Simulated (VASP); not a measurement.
Computed with rev-vdW-DF2, VASP's PBE PAW potentials (set 64) (plane waves; VASP 6.6.1).

Input for VASP

File KPOINTS:
```
k-points along high-symmetry lines
15
Line-mode
Reciprocal
  0.000000   0.000000   0.000000 ! GAMMA
  0.500000   0.000000   0.500000 ! X

  0.500000   0.000000   0.500000 ! X
  0.625000   0.250000   0.625000 ! U

  0.375000   0.375000   0.750000 ! K
  0.000000   0.000000   0.000000 ! GAMMA

  0.000000   0.000000   0.000000 ! GAMMA
  0.500000   0.500000   0.500000 ! L

  0.500000   0.500000   0.500000 ! L
  0.500000   0.250000   0.750000 ! W

  0.500000   0.250000   0.750000 ! W
  0.500000   0.000000   0.500000 ! X
```

**INCAR**
```
# general
SYSTEM    =  KI
PREC      =  Accurate
ENCUT     =  520
LREAL     =  .FALSE.
LASPH     =  .TRUE.
ICHARG    =  11

# electronic loop
EDIFF     =  1E-7
NELM      =  100
ALGO      =  Normal
LMAXMIX   =  4

# smearing
ISMEAR    =  0
SIGMA     =  0.05

# functional
GGA       =  MK
LUSE_VDW  =  .TRUE.
AGGAC     =  0.0
PARAM1    =  0.1234568
PARAM2    =  0.7114
ZAB_VDW   =  -1.8867

# output
LWAVE     =  .FALSE.
LCHARG    =  .FALSE.
LORBIT    =  11
```

File POSCAR:
```
KI
1
    0.0000000000     3.5168606974     3.5168606974
    3.5168606974    -0.0000000000     3.5168606974
    3.5168606974     3.5168606974    -0.0000000000
K I
1 1
Direct
  0.0000000000   0.0000000000   0.0000000000
  0.5000000000   0.5000000000   0.5000000000
```

POTCAR, in this order: K_sv I (PBE.64 set). Program: vasp_std. Read from the step before: CHGCAR.

The resulting files:

OUTCAR:
```
 ion  position               nearest neighbor table
   1  0.000  0.000  0.000-   2 3.52   2 3.52   2 3.52   2 3.52   2 3.52   2 3.52
   2  0.500  0.500  0.500-   1 3.52   1 3.52   1 3.52   1 3.52   1 3.52   1 3.52
  LATTYP: Found a face centered cubic cell.
 ALAT       =     7.0337213948
 Subroutine PRICEL returns:
 Original cell was already a primitive cell.
 Subroutine GETGRP returns: Found 48 space group operations
The static configuration has the point symmetry O_h .
The dynamic configuration has the point symmetry O_h .
 Subroutine INISYM returns: Found 48 space group operations
   k-points           NKPTS =     90   k-points in BZ     NKDIM =     90   number of bands    NBANDS=     12
   number of dos      NEDOS =    301   number of ions     NIONS =      2
   total plane-waves  NPLWV =  64000
   dimension x,y,z NGX =    40 NGY =   40 NGZ =   40
   dimension x,y,z NGXF=    80 NGYF=   80 NGZF=   80
   ions per type =               1   1
   PREC   = accura    normal or accurate (medium, high low for compatibility)
   ISTART =      0    job   : 0-new  1-cont  2-samecut
   ICHARG =     11    charge: 1-file 2-atom 10-const
   ISPIN  =      1    spin polarized calculation?
   LNONCOLLINEAR =      F non collinear calculations
   LSORBIT =      F    spin-orbit coupling
   INIWAV =      1    electr: 0-lowe 1-rand  2-diag
   ENCUT  =  520.0 eV  38.22 Ry    6.18 a.u.   9.25  9.25  9.25*2*pi/ulx,y,z
   NELM   =    100;   NELMIN=  2; NELMDL= -5     # of ELM steps
   EDIFF  = 0.1E-06   stopping-criterion for ELM
   LREAL  =      F    real-space projection
   NLSPLINE    = F    spline interpolate recip. space projectors
   LMAXMIX     =    4 max onsite mixed and CHGCAR
   VOSKOWN=      0    Vosko Wilk Nusair interpolation
   EDIFFG = 0.1E-05   stopping-criterion for IOM
   NSW    =      0    number of steps for IOM
   NBLOCK =      1;   KBLOCK =      1    inner block; outer block
   IBRION =     -1    ionic relax: 0-MD 1-quasi-New 2-CG
   NFREE  =      0    steps in history (QN), initial steepest desc. (CG)
   ISIF   =      2    stress and relaxation
   ISYM   =      2    0-nonsym 1-usesym 2-fastsym
   TEIN   =    0.0    initial temperature
   TEBEG  =    0.0;   TEEND  =   0.0 temperature during run
...
```

**OSZICAR**
```
       N       E                     dE             d eps       ncg     rms          rms(c)
DAV:   1     0.971134571598E+02    0.97113E+02   -0.66623E+03  2160   0.113E+03
DAV:   2     0.457085551963E+01   -0.92543E+02   -0.86111E+02  2584   0.249E+02
DAV:   3    -0.118606686674E+01   -0.57569E+01   -0.57274E+01  2832   0.571E+01
DAV:   4    -0.150662575760E+01   -0.32056E+00   -0.32025E+00  3872   0.113E+01
DAV:   5    -0.150825200529E+01   -0.16262E-02   -0.16262E-02  2804   0.875E-01
DAV:   6    -0.150829840312E+01   -0.46398E-04   -0.46398E-04  3160   0.110E-01
DAV:   7    -0.150829915853E+01   -0.75542E-06   -0.75545E-06  3236   0.159E-02
DAV:   8    -0.150829917879E+01   -0.20257E-07   -0.20232E-07  2700   0.226E-03
   1 F= -.15082992E+01 E0= -.15082992E+01  d E =-.181418E-13
```

OUTCAR:
```
 val. band max:       -0.4332862414   @ k =   0.0000   0.0000   0.0000

 cond. band min:       3.4006749160   @ k =   0.0000   0.0000   0.0000



 k-point     1 :       0.0000    0.0000    0.0000
  band No.  band energies     occupation
      1     -28.8287      2.00000
      2     -12.3842      2.00000
      3     -12.3842      2.00000
      4     -12.3842      2.00000
      5     -11.0014      2.00000
      6      -0.4333      2.00000
      7      -0.4333      2.00000
      8      -0.4333      2.00000
      9       3.4007      0.00000
     10       5.9496      0.00000
     11       5.9496      0.00000
     12       5.9496      0.00000

 k-point     2 :       0.0357    0.0000    0.0357
  band No.  band energies     occupation
      1     -28.8286      2.00000
      2     -12.3870      2.00000
      3     -12.3844      2.00000
      4     -12.3844      2.00000
      5     -10.9960      2.00000
      6      -0.4675      2.00000
      7      -0.4394      2.00000
      8      -0.4394      2.00000
      9       3.4485      0.00000
     10       5.9122      0.00000
     11       5.9816      0.00000
     12       5.9816      0.00000

 k-point     3 :       0.0714    0.0000    0.0714
  band No.  band energies     occupation
      1     -28.8285      2.00000
      2     -12.3950      2.00000
      3     -12.3852      2.00000
      4     -12.3852      2.00000
      5     -10.9805      2.00000
      6      -0.5621      2.00000
      7      -0.4573      2.00000
      8      -0.4573      2.00000
      9       3.5830      0.00000
     10       5.8086      0.00000
     11       6.0765      0.00000
     12       6.0765      0.00000

 k-point     4 :       0.1071    0.0000    0.1071
  band No.  band energies     occupation
      1     -28.8283      2.00000
      2     -12.4066      2.00000
      3     -12.3863      2.00000
      4     -12.3863      2.00000
      5     -10.9575      2.00000
      6      -0.6974      2.00000
      7      -0.4854      2.00000
...
```

The density is held fixed in this step, so its total energy and stress have no physical meaning. Unless said otherwise, spin-orbit coupling is left out, though it shifts the bands of the heavy elements here.

The compound is KI in the rock salt structure. It was relaxed first.
